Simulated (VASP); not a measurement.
Input:

```
Co
1.0
    3.97112     0.00000     0.00000
   -1.98556     3.43910     0.00000
    0.00000     0.00000     2.41530
Co
3
Direct
  0.00000   0.00000   0.00000
  0.33333   0.66667   0.50000
  0.66667   0.33333   0.50000
```
Starting moments (μB, in the order of the record's atoms Co Co Co): 3.0 3.0 3.0.

These are PBE GGA, VASP's PBE PAW potentials (set 64) (plane waves; VASP 6.6.1) values and carry that method's errors. Settings: 300 eV cut-off, 7×7×10 Γ-centred mesh, Fermi-Dirac smearing of 0.10 eV, potentials Co.

At this cut-off the stress carries a Pulay error, which pulls relaxed volumes low.

Problem. Give the stress tensor in GPa (positive for a compressed cell).

Solution. 
```
-1.15   0.00   0.00
 0.00  -1.15   0.00
 0.00   0.00   3.08
```
The pressure is its mean diagonal, 0.26 GPa.

The structure was generated: Co was put into an ordered model structure, which need not be its known phase. The cell was not relaxed at this level.
